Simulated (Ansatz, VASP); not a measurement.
## Ca2Ir: VASP beside Ansatz

One calculation is typed for both programs; each brings its own data sets. How far apart do they land? The cell is generated by rule, not measured, and may not be a known phase. The cell is taken from a series of runs on this material, whose earlier steps may have relaxed, scaled, displaced or heated it; both programs get it as it stands.

Main program and level: Ansatz 0.2.0; plane waves, with VASP 6.6.1 beside it; relaxation of cell and atoms at PBE.

The structure was built from a prototype and need not be the compound's stable phase.

## 1. Starting point

Symmetry: Fm-3m, No. 225, cubic system. Conventional cell: a = 6.882 Å, b = 6.882 Å, c = 6.882 Å, α = 90.00°, β = 90.00°, γ = 90.00°. Nearest to Ca lie 4 Ir at 2.98 Å. Ir has 8 Ca at 2.98 Å nearest. Farther neighbours are not listed.

Coordinates:

```xyz
3
Lattice="0.0000 3.4412 3.4412 3.4412 0.0000 3.4412 3.4412 3.4412 0.0000" Properties=species:S:1:pos:R:3 pbc="T T T"
Ca    5.1617    5.1617    5.1617
Ca    1.7206    1.7206    1.7206
Ir    0.0000    0.0000    0.0000
```

## 2. VASP: relaxation of cell and atoms, PBE

The relaxed volume is the usual yardstick between codes: in a stiff, nearly cubic crystal its relative difference is about their pressure difference at one cell divided by the bulk modulus.

Lines of VASP's logs that name or quote its potential files are left out, and so is its time.

The input, INCAR:

```
SYSTEM = Ca2Ir
PREC = Accurate
ENCUT = 500
EDIFF = 1E-07
NELM = 120
ISMEAR = 1
SIGMA = 0.15
LREAL = .FALSE.
ALGO = Normal
GGA = PE
NBANDS = 20
LASPH = .TRUE.
LORBIT = 11
LWAVE = .FALSE.
LCHARG = .FALSE.
ISIF = 3
IBRION = 2
NSW = 80
EDIFFG = -0.005
GGA_COMPAT = .FALSE.
NELMIN = 4
```

The input, POSCAR:

```
Ca2Ir
1.0
    0.0000000000      3.4411620000      3.4411620000
    3.4411620000      0.0000000000      3.4411620000
    3.4411620000      3.4411620000      0.0000000000
Ca Ir
2 1
Direct
    0.7500000000      0.7500000000      0.7500000000
    0.2500000000      0.2500000000      0.2500000000
    0.0000000000      0.0000000000      0.0000000000
```

The input, KPOINTS:

```
Automatic mesh
0
Gamma
12 12 12
0 0 0
```

Potentials, in the order of the species: Ca_sv and Ir (PBE family, release 64).

Started as:

```bash
$ mpirun -np 1 vasp_std
```

Numbers of over 12 decimals in the logs are rounded to 6 here.

What it wrote:

```text
[banner, memory and clock lines left out]
running    1 mpi-ranks, on    1 nodes
 distrk:  each k-point on    1 cores,    1 groups
 distr:  one band on    1 cores,    1 groups

 POSCAR found type information on POSCAR CaIr
 POSCAR found :  2 types and       3 ions
 LDA part: xc-table for (Slater+PW92), standard interpolation
 POSCAR, INCAR and KPOINTS ok, starting setup
 FFT: planning ... GRIDC
 FFT: planning ... GRID_SOFT
 FFT: planning ... GRID
 WAVECAR not read
 entering main loop
       N       E                     dE             d eps       ncg     rms          rms(c)
DAV:   1     0.263959299070E+03    0.26396E+03   -0.13695E+04  2920   0.131E+03
DAV:   2     0.624616310082E+01   -0.25771E+03   -0.24810E+03  2900   0.403E+02
DAV:   3    -0.124888492600E+02   -0.18735E+02   -0.17968E+02  5184   0.857E+01
DAV:   4    -0.135249551923E+02   -0.10361E+01   -0.10296E+01  4048   0.182E+01
DAV:   5    -0.135825401094E+02   -0.57585E-01   -0.57517E-01  4552   0.340E+00    0.519E+00
DAV:   6    -0.134166286749E+02    0.16591E+00   -0.10125E-01  3760   0.296E+00    0.292E+00
DAV:   7    -0.133363987309E+02    0.80230E-01   -0.15568E-01  3388   0.281E+00    0.437E-01
DAV:   8    -0.133347191952E+02    0.16795E-02   -0.29130E-02  4784   0.113E+00    0.414E-01
DAV:   9    -0.133349533204E+02   -0.23413E-03   -0.15231E-03  4164   0.315E-01    0.107E-01
DAV:  10    -0.133350288062E+02   -0.75486E-04   -0.22393E-04  4352   0.105E-01    0.189E-02
DAV:  11    -0.133350260722E+02    0.27340E-05   -0.34017E-05  3884   0.446E-02    0.731E-03
DAV:  12    -0.133350271171E+02   -0.10449E-05   -0.35338E-06  4612   0.131E-02    0.533E-03
DAV:  13    -0.133350265308E+02    0.58635E-06   -0.44964E-07  3832   0.695E-03    0.203E-03
DAV:  14    -0.133350263078E+02    0.22295E-06   -0.24710E-08  2280   0.172E-03    0.634E-04
DAV:  15    -0.133350262112E+02    0.96566E-07   -0.11707E-08  2196   0.119E-03
   1 F= -.13335026E+02 E0= -.13333908E+02  d E =-.133350E+02
 curvature:   0.00 expect dE= 0.000E+00 dE for cont linesearch  0.000E+00
 trial: gam= 0.00000 g(F)=  0.632E-51 g(S)=  0.108E-03 ort = 0.000E+00 (trialstep = 0.100E+01)
 search vector abs. value=  0.108E-03
 bond charge predicted
       N       E                     dE             d eps       ncg     rms          rms(c)
DAV:   1    -0.133363208868E+02   -0.12946E-02   -0.33180E-02  3240   0.194E+00    0.216E-01
DAV:   2    -0.133355910896E+02    0.72980E-03   -0.10222E-02  4436   0.696E-01    0.160E-01
DAV:   3    -0.133351498271E+02    0.44126E-03   -0.22300E-03  4556   0.296E-01    0.689E-02
DAV:   4    -0.133350706752E+02    0.79152E-04   -0.96111E-04  5244   0.216E-01    0.338E-02
DAV:   5    -0.133350666389E+02    0.40363E-05   -0.70718E-05  4304   0.680E-02    0.151E-02
DAV:   6    -0.133350712544E+02   -0.46155E-05   -0.11137E-05  5020   0.200E-02    0.381E-03
DAV:   7    -0.133350704967E+02    0.75770E-06   -0.18849E-06  4280   0.826E-03    0.990E-04
DAV:   8    -0.133350702238E+02    0.27293E-06   -0.15414E-07  2680   0.245E-03    0.185E-04
DAV:   9    -0.133350700939E+02    0.12988E-06   -0.15978E-08  2088   0.106E-03    0.145E-04
DAV:  10    -0.133350701480E+02   -0.54059E-07   -0.64973E-09  2004   0.548E-04
   2 F= -.13335070E+02 E0= -.13333952E+02  d E =-.439367E-04
 trial-energy change:   -0.000044  1 .order   -0.000044   -0.000108    0.000019
 step:   0.8478(harm=  0.8507)  dis= 0.00000  next Energy=   -13.335072 (dE=-0.454E-04)
 reached required accuracy - stopping structural energy minimisation
```

Parts of OUTCAR (step 2):

```text
ion  position               nearest neighbor table
   1  0.750  0.750  0.750-   3 2.98   3 2.98   3 2.98   3 2.98
   2  0.250  0.250  0.250-   3 2.98   3 2.98   3 2.98   3 2.98
   3  0.000  0.000  0.000-   1 2.98   1 2.98   1 2.98   2 2.98   2 2.98   2 2.98   2 2.98   1 2.98

  LATTYP: Found a face centered cubic cell.
 ALAT       =     6.8823240000

 Subroutine GETGRP returns: Found 48 space group operations
 (whereof 48 operations were pure point group operations)

The static configuration has the point symmetry O_h .

 Found     72 irreducible k-points:

   k-points           NKPTS =     72   k-points in BZ     NKDIM =     72   number of bands    NBANDS=     20

   dimension x,y,z NGX =    36 NGY =   36 NGZ =   36
   dimension x,y,z NGXF=    72 NGYF=   72 NGZF=   72

   ENCUT  =  500.0 eV  36.75 Ry    6.06 a.u.   8.87  8.87  8.87*2*pi/ulx,y,z

   NELECT =      29.0000    total number of electrons

 k-points in reciprocal lattice and weights: Automatic mesh
   0.00000000  0.00000000  0.00000000       0.001
   0.08333333  0.00000000  0.00000000       0.005
   0.16666667  0.00000000  0.00000000       0.005
   0.25000000  0.00000000  0.00000000       0.005
   0.33333333  0.00000000  0.00000000       0.005
   0.41666667  0.00000000  0.00000000       0.005
   0.50000000  0.00000000  0.00000000       0.002
   0.08333333  0.08333333  0.00000000       0.003
   0.16666667  0.08333333  0.00000000       0.014
[...]
-0.33333333  0.50000000  0.16666667       0.007
  -0.25000000  0.50000000  0.25000000       0.003

 average (electrostatic) potential at core
       1 -46.1148       2 -46.1148       3 -53.5623

 E-fermi :   3.0843

 k-point     1 :       0.0000    0.0000    0.0000
  band No.  band energies     occupation
    ...
     10       1.5576      2.00000
     11       1.5576      2.00000
     12       1.8756      2.00000
     13       1.8756      2.00000
     14       1.8756      2.00000
     15       4.2256     -0.00000
     16       4.2256     -0.00000
     17       4.2256     -0.00000
     18       6.5585      0.00000
     19       6.5585      0.00000
    ...

 k-point     2 :       0.0833    0.0000    0.0000
  band No.  band energies     occupation
    ...
     10       1.5695      2.00000
     11       1.5695      2.00000
     12       1.8571      2.00000
     13       1.8731      2.00000
     14       1.8731      2.00000
     15       4.0900     -0.00000
     16       4.2746     -0.00000
     17       4.2746     -0.00000
     18       6.5563      0.00000
     19       6.5563      0.00000
    ...

 k-point     3 :       0.1667    0.0000    0.0000
  band No.  band energies     occupation
    ...
     10       1.6022      2.00000
     11       1.6022      2.00000
     12       1.8104      2.00000
     13       1.8673      2.00000
     14       1.8673      2.00000
     15       3.7419     -0.00000
     16       4.4126     -0.00000
     17       4.4126     -0.00000
     18       6.5579      0.00000
     19       6.5579      0.00000
    ...

  Total       -0.0082934     -0.0082934     -0.0082934     -0.0000000     -0.0000000      0.0000000
  in kB       -0.1626707     -0.1626707     -0.1626707     -0.0000000     -0.0000000      0.0000000
  external PRESSURE =      -0.1626707 kB  Pullay stress =       0.0000000 kB

  energy-cutoff  :      500.00
  volume of cell :       81.68
      direct lattice vectors                 reciprocal lattice vectors
    -0.000000000  3.443776839  3.443776839    -0.145189431  0.145189431  0.145189431
     3.443776839 -0.000000000  3.443776839     0.145189431 -0.145189431  0.145189431
     3.443776839  3.443776839  0.000000000     0.145189431  0.145189431 -0.145189431

 POSITION                                       TOTAL-FORCE (eV/Angst)
 -----------------------------------------------------------------------------------
      5.16567      5.16567      5.16567         0.000000      0.000000      0.000000
      1.72189      1.72189      1.72189        -0.000000     -0.000000     -0.000000
      3.44378     -0.00000      3.44378         0.000000      0.000000     -0.000000
 -----------------------------------------------------------------------------------
    total drift:                                0.000000      0.000000      0.000000

  FREE ENERGIE OF THE ION-ELECTRON SYSTEM (eV)
  ---------------------------------------------------
  free  energy   TOTEN  =       -13.3350701480 eV

  energy  without entropy=      -13.3317167500  energy(sigma->0) =      -13.33395235

 reached required accuracy - stopping structural energy minimisation

 total charge
# of ion       s       p       d       tot
------------------------------------------
    1        2.078   5.839   0.286   8.202
    2        2.078   5.839   0.286   8.202
    3        0.787   0.127   7.337   8.251
--------------------------------------------------
tot          4.942  11.804   7.909  24.655

[... 3 further parts left out ...]
```

CONTCAR:

```
Ca2Ir
   1.00000000000000
    -0.0000000000000000    3.4437768391100283    3.4437768391100283
     3.4437768391100283   -0.0000000000000000    3.4437768391100283
     3.4437768391100283    3.4437768391100283    0.0000000000000000
  Ca              Ir
     2     1
Direct
     0.7500000000000000    0.7500000000000000    0.7500000000000000
     0.2500000000000000    0.2500000000000000    0.2500000000000000
     0.0000000000000000    1.0000000000000000    0.0000000000000000
```

(Continued in part 2 of 2.)

[Lines on the potential files, build, host, timing and source positions are cut from VASP's logs without a mark.]

[Logs are printed without paths, hosts, clocks, repeated set-up lines and the standing remarks that a program may print on its own settings, such as how far it seeks lower states.]

[Hosts, paths, dates, database ids (printed as entryN), source tags and the programs' standing remarks are cut or masked in the printed files.]
